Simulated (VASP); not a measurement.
Consider the following.

```
MgSe
1.0
    0.00000     2.81880     2.81880
    2.81880     0.00000     2.81880
    2.81880     2.81880     0.00000
Mg Se
1 1
Direct
  0.00000   0.00000   0.00000
  0.50000   0.50000   0.50000
```

The numbers are results of PBEsol GGA, VASP's PBE PAW potentials (set 64) (plane waves; VASP 6.6.1), not measurements. Run with 400 eV cut-off, 7×7×7 Γ-centred mesh, Gaussian smearing of 0.050 eV, potentials Mg Se.

Energy and stress use the plane-wave basis of the starting cell.

### Question
The ions, cell shape and volume are relaxed. What does this cell relax into?

### Answer

```
MgSe
1.0
    0.00000     2.72381     2.72381
    2.72381     0.00000     2.72381
    2.72381     2.72381     0.00000
Mg Se
1 1
Cartesian
  0.00000   0.00000   0.00000
  2.72381   2.72381   2.72381
```
Space group Fm-3m (225), at a tolerance of 0.03 Å.

### Question
How do energy and volume change from the first to the last step?

### Answer
The energy (σ→0) changes by -40.5 meV/atom and the volume by -9.8 %, in 3 ionic steps.

The structure was generated: MgSe was put into the rock salt type (Fm-3m), which need not be its known phase. This run relaxes it. Symmetry was kept, so distortions that lower it aren't found.
